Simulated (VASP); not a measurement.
Level of theory: MS2 meta-GGA, VASP's PBE PAW potentials (set 64) (plane waves; VASP).

A VASP calculation is set up with these files.

File POSCAR:
```
Te
1
    2.1984703451    -3.8078620542     0.0000000000
    2.1984703451     3.8078620542     0.0000000000
    0.0000000000     0.0000000000     6.0358781096
Te
3
Direct
  1.0000000000   0.2735725466   0.6666670000
  0.7264274534   0.7264274534   0.0000000000
  0.2735725466   1.0000000000   0.3333330000
```

File KPOINTS:
```
Automatic
0
Gamma
6 6 4
```

**INCAR**
```
SYSTEM = Te
PREC = Accurate
ENCUT = 520
EDIFF = 1E-7
NELM = 100
ALGO = Normal
LREAL = .FALSE.
LASPH = .TRUE.
ISMEAR = 0
SIGMA = 0.05
METAGGA = MS2
LMIXTAU = .TRUE.
LMAXMIX = 4
LWAVE = .FALSE.
LCHARG = .FALSE.
ISIF = 4
IBRION = 2
NSW = 30
EDIFFG = -0.01
```

POTCAR, in this order: Te (PBE.64 set). Program: vasp_std.

Output of the run:

OSZICAR:
```
       N       E                     dE             d eps       ncg     rms          rms(c)
DAV:   1     0.696302790885E+02    0.69630E+02   -0.60455E+03   624   0.103E+03
DAV:   2    -0.359834547706E+01   -0.73229E+02   -0.70297E+02   813   0.151E+02
DAV:   3    -0.789534551223E+01   -0.42970E+01   -0.42705E+01   749   0.422E+01
DAV:   4    -0.795263115565E+01   -0.57286E-01   -0.57181E-01   730   0.573E+00
DAV:   5    -0.795353609199E+01   -0.90494E-03   -0.90493E-03   754   0.700E-01    0.131E+01
DAV:   6     0.236997394422E+01    0.10324E+02   -0.65816E+00   624   0.306E+01    0.771E+00
DAV:   7     0.351274968617E+01    0.11428E+01   -0.27165E+00   624   0.171E+01    0.949E-01
DAV:   8     0.349981056121E+01   -0.12939E-01   -0.14939E-01   644   0.438E+00    0.925E-01
DAV:   9     0.345844956901E+01   -0.41361E-01   -0.59354E-02   624   0.333E+00    0.329E-01
DAV:  10     0.345079213777E+01   -0.76574E-02   -0.27316E-02   624   0.210E+00    0.378E-01
DAV:  11     0.344161999866E+01   -0.91721E-02   -0.12293E-02   624   0.134E+00    0.526E-02
DAV:  12     0.344165390329E+01    0.33905E-04   -0.10708E-03   684   0.405E-01    0.465E-02
DAV:  13     0.344126810745E+01   -0.38580E-03   -0.46020E-04   624   0.320E-01    0.233E-02
DAV:  14     0.344127495887E+01    0.68514E-05   -0.96663E-05   624   0.118E-01    0.745E-03
DAV:  15     0.344124241346E+01   -0.32545E-04   -0.18564E-05   664   0.523E-02    0.108E-02
DAV:  16     0.344124675208E+01    0.43386E-05   -0.29388E-06   679   0.213E-02    0.483E-03
DAV:  17     0.344124099269E+01   -0.57594E-05   -0.18906E-06   624   0.175E-02    0.272E-03
DAV:  18     0.344124443433E+01    0.34416E-05   -0.98879E-07   634   0.133E-02    0.116E-03
DAV:  19     0.344124260092E+01   -0.18334E-05   -0.11764E-07   397   0.492E-03    0.504E-04
DAV:  20     0.344124346617E+01    0.86525E-06   -0.18016E-08   312   0.173E-03    0.200E-04
DAV:  21     0.344124311470E+01   -0.35147E-06   -0.41021E-09   312   0.783E-04    0.169E-04
DAV:  22     0.344124319108E+01    0.76379E-07   -0.36097E-10   312   0.232E-04
   1 F= 0.34412432E+01 E0= 0.34413403E+01  d E =0.344124E+01
       N       E                     dE             d eps       ncg     rms          rms(c)
DAV:   1     0.343620073345E+01   -0.50424E-02   -0.20105E-01   624   0.252E+00    0.499E-01
DAV:   2     0.343577586987E+01   -0.42486E-03   -0.90968E-03   679   0.667E-01    0.956E-02
DAV:   3     0.343566921448E+01   -0.10666E-03   -0.34231E-04   699   0.187E-01    0.626E-02
DAV:   4     0.343568318130E+01    0.13967E-04   -0.23803E-04   634   0.133E-01    0.173E-02
DAV:   5     0.343566612187E+01   -0.17059E-04   -0.10862E-04   634   0.122E-01    0.119E-02
DAV:   6     0.343565710678E+01   -0.90151E-05   -0.15479E-05   634   0.434E-02    0.980E-03
DAV:   7     0.343566066735E+01    0.35606E-05   -0.43618E-06   624   0.225E-02    0.316E-03
DAV:   8     0.343565657232E+01   -0.40950E-05   -0.31296E-06   624   0.205E-02    0.132E-03
DAV:   9     0.343565829002E+01    0.17177E-05   -0.63239E-07   624   0.823E-03    0.129E-03
DAV:  10     0.343565718990E+01   -0.11001E-05   -0.57380E-08   342   0.267E-03    0.397E-04
DAV:  11     0.343565777388E+01    0.58399E-06   -0.97775E-09   312   0.115E-03    0.310E-04
DAV:  12     0.343565748506E+01   -0.28883E-06   -0.23087E-09   312   0.525E-04    0.700E-05
DAV:  13     0.343565754281E+01    0.57749E-07   -0.87986E-10   312   0.342E-04
   2 F= 0.34356575E+01 E0= 0.34356867E+01  d E =-.558565E-02
       N       E                     dE             d eps       ncg     rms          rms(c)
DAV:   1     0.343276242717E+01   -0.28951E-02   -0.53403E-01   624   0.411E+00    0.843E-01
DAV:   2     0.343164742350E+01   -0.11150E-02   -0.24383E-02   674   0.109E+00    0.159E-01
DAV:   3     0.343135806314E+01   -0.28936E-03   -0.92716E-04   704   0.305E-01    0.104E-01
DAV:   4     0.343140481784E+01    0.46755E-04   -0.65801E-04   634   0.222E-01    0.287E-02
DAV:   5     0.343134844981E+01   -0.56368E-04   -0.29908E-04   634   0.201E-01    0.196E-02
DAV:   6     0.343132752509E+01   -0.20925E-04   -0.42627E-05   649   0.713E-02    0.169E-02
DAV:   7     0.343133365797E+01    0.61329E-05   -0.11755E-05   624   0.369E-02    0.533E-03
DAV:   8     0.343132604033E+01   -0.76176E-05   -0.87946E-06   624   0.343E-02    0.217E-03
DAV:   9     0.343132845113E+01    0.24108E-05   -0.17253E-06   624   0.136E-02    0.228E-03
DAV:  10     0.343132674527E+01   -0.17059E-05   -0.15864E-07   467   0.445E-03    0.648E-04
DAV:  11     0.343132761506E+01    0.86979E-06   -0.25180E-08   312   0.187E-03    0.494E-04
DAV:  12     0.343132716345E+01   -0.45162E-06   -0.64955E-09   312   0.896E-04    0.135E-04
DAV:  13     0.343132725296E+01    0.89511E-07   -0.24528E-09   312   0.567E-04
   3 F= 0.34313273E+01 E0= 0.34313289E+01  d E =-.991594E-02
       N       E                     dE             d eps       ncg     rms          rms(c)
DAV:   1     0.343125222236E+01   -0.74941E-04   -0.24166E-02   624   0.874E-01    0.178E-01
DAV:   2     0.343120481504E+01   -0.47407E-04   -0.11090E-03   669   0.234E-01    0.332E-02
DAV:   3     0.343119024709E+01   -0.14568E-04   -0.42768E-05   709   0.649E-02    0.220E-02
DAV:   4     0.343118873073E+01   -0.15164E-05   -0.30031E-05   639   0.474E-02    0.630E-03
DAV:   5     0.343118819188E+01   -0.53885E-06   -0.13850E-05   634   0.435E-02    0.408E-03
DAV:   6     0.343118634932E+01   -0.18426E-05   -0.20103E-06   634   0.158E-02    0.385E-03
DAV:   7     0.343118741047E+01    0.10612E-05   -0.51919E-07   624   0.774E-03    0.107E-03
DAV:   8     0.343118630340E+01   -0.11071E-05   -0.39459E-07   624   0.735E-03    0.480E-04
DAV:   9     0.343118688363E+01    0.58023E-06   -0.77911E-08   322   0.292E-03    0.386E-04
DAV:  10     0.343118650337E+01   -0.38026E-06   -0.10420E-08   312   0.108E-03    0.155E-04
DAV:  11     0.343118669294E+01    0.18958E-06   -0.14413E-09   312   0.415E-04    0.154E-04
DAV:  12     0.343118663282E+01   -0.60120E-07   -0.20639E-10   312   0.138E-04
   4 F= 0.34311866E+01 E0= 0.34311874E+01  d E =-.100566E-01
       N       E                     dE             d eps       ncg     rms          rms(c)
DAV:   1     0.343119207522E+01    0.53823E-05   -0.72529E-04   624   0.151E-01    0.306E-02
DAV:   2     0.343119111344E+01   -0.96178E-06   -0.33295E-05   669   0.405E-02    0.573E-03
DAV:   3     0.343119087718E+01   -0.23627E-06   -0.12894E-06   709   0.113E-02    0.381E-03
DAV:   4     0.343119164127E+01    0.76409E-06   -0.90260E-07   629   0.822E-03    0.110E-03
DAV:   5     0.343119117707E+01   -0.46420E-06   -0.42115E-07   634   0.759E-03    0.705E-04
DAV:   6     0.343119132384E+01    0.14677E-06   -0.59437E-08   312   0.276E-03    0.578E-04
DAV:   7     0.343119115517E+01   -0.16867E-06   -0.16108E-08   312   0.131E-03    0.167E-04
DAV:   8     0.343119132463E+01    0.16947E-06   -0.12453E-08   312   0.130E-03    0.999E-05
DAV:   9     0.343119121772E+01   -0.10691E-06   -0.26658E-09   312   0.517E-04    0.483E-05
DAV:  10     0.343119126485E+01    0.47132E-07   -0.20080E-10   312   0.147E-04
   5 F= 0.34311913E+01 E0= 0.34311921E+01  d E =-.100519E-01
       N       E                     dE             d eps       ncg     rms          rms(c)
DAV:   1     0.343114418225E+01   -0.47035E-04   -0.15850E-03   624   0.236E-01    0.252E-02
DAV:   2     0.343114328720E+01   -0.89505E-06   -0.68527E-05   709   0.555E-02    0.927E-03
DAV:   3     0.343114038546E+01   -0.29017E-05   -0.90205E-06   644   0.315E-02    0.496E-03
DAV:   4     0.343114135876E+01    0.97330E-06   -0.27428E-06   674   0.156E-02    0.318E-03
DAV:   5     0.343114045017E+01   -0.90859E-06   -0.10542E-06   629   0.106E-02    0.146E-03
DAV:   6     0.343114042193E+01   -0.28244E-07   -0.12650E-07   327   0.375E-03
   6 F= 0.34311404E+01 E0= 0.34311415E+01  d E =-.508429E-04
```

File OUTCAR:
```
------------------------ aborting loop because EDIFF is reached ----------------------------------------
  FORCE on cell =-STRESS in cart. coord.  units (eV):
  Direction    XX          YY          ZZ          XY          YZ          ZX
  --------------------------------------------------------------------------------------
  Total       -0.2979890     -0.2979890     -0.2788288      0.0000000     -0.0000000      0.0000000
  in kB       -4.7243119     -4.7243112     -4.4205457      0.0000000     -0.0000000      0.0000000
  external PRESSURE =      -4.6230563 kB  Pullay stress =       0.0000000 kB
  volume of cell :      101.06
      direct lattice vectors                 reciprocal lattice vectors
     2.217169357 -3.840249713  0.000000000     0.225512769 -0.130199867 -0.000000000
     2.217169357  3.840249713 -0.000000000     0.225512769  0.130199867  0.000000000
     0.000000000 -0.000000000  5.934497438    -0.000000000  0.000000000  0.168506265
 POSITION                                       TOTAL-FORCE (eV/Angst)
 -----------------------------------------------------------------------------------
      2.81273     -2.80872      3.95633        -0.004944     -0.008564     -0.000000
      3.24323     -0.00000      5.93450         0.009889      0.000000     -0.000000
      2.81273      2.80872      1.97816        -0.004944      0.008564      0.000000
 -----------------------------------------------------------------------------------
    total drift:                               -0.000173     -0.000389      0.000014
  FREE ENERGIE OF THE ION-ELECTRON SYSTEM (eV)
  ---------------------------------------------------
  free  energy   TOTEN  =         3.4311404219 eV

  energy  without entropy=        3.4311425352  energy(sigma->0) =        3.43114148

 reached required accuracy - stopping structural energy minimisation
```
(Selected blocks of OUTCAR.)

### CONTCAR
```
Te
   1.00000000000000
     2.2171693571745164   -3.8402497128424935    0.0000000000000000
     2.2171693571745164    3.8402497128424935   -0.0000000000000000
     0.0000000000000000   -0.0000000000000000    5.9344974381465256
  Te
     3
Direct
     0.9999999999968607    0.2686109736308047    0.6666669999999968
     0.7313890263723346    0.7313890263723346    1.0000000000000000
     0.2686109736308047    0.9999999999968607    0.3333330000000032
```

**OUTCAR**
```
 val. band max:        5.9087569664   @ k =   0.3333   0.3333   0.5000

 cond. band min:       6.1589214867   @ k =   0.3333   0.3333   0.5000


 Fermi energy:         6.0370741542

 k-point     1 :       0.0000    0.0000    0.0000
  band No.  band energies     occupation
      1      -7.7728      2.00000
      2      -4.3706      2.00000
      3      -4.3706      2.00000
      4       2.8593      2.00000
      5       3.2404      2.00000
      6       3.2404      2.00000
      7       4.1830      2.00000
      8       4.1830      2.00000
      9       4.9951      2.00000
     10       7.0307      0.00000
     11       7.0307      0.00000
     12       7.6647      0.00000
     13      10.8360      0.00000

 k-point     2 :       0.1667   -0.0000    0.0000
  band No.  band energies     occupation
      1      -7.5785      2.00000
      2      -4.4310      2.00000
      3      -4.3105      2.00000
      4       1.7490      2.00000
      5       2.4592      2.00000
      6       2.7877      2.00000
      7       4.6695      2.00000
      8       4.9579      2.00000
      9       5.1223      2.00000
     10       6.8378      0.00000
     11       6.9320      0.00000
     12       7.5027      0.00000
     13      10.2478      0.00000

 k-point     3 :       0.3333    0.0000    0.0000
  band No.  band energies     occupation
      1      -7.0652      2.00000
      2      -4.7663      2.00000
      3      -4.1733      2.00000
      4       0.9826      2.00000
      5       1.6775      2.00000
      6       2.2607      2.00000
      7       3.4918      2.00000
      8       4.9404      2.00000
      9       5.0661      2.00000
     10       6.8599      0.00000
     11       7.0285      0.00000
     12       8.8191      0.00000
     13       9.2086      0.00000

 k-point     4 :       0.5000    0.0000    0.0000
  band No.  band energies     occupation
      1      -6.6589      2.00000
      2      -5.1385      2.00000
      3      -4.0958      2.00000
...
```

Unless said otherwise, spin-orbit coupling is left out, though it shifts the bands of the heavy elements here.

The compound is Te in the trig structure. This cell is one point of a volume scan, at 1.03 of the reference volume. Symmetry was kept, so distortions that lower it aren't found.
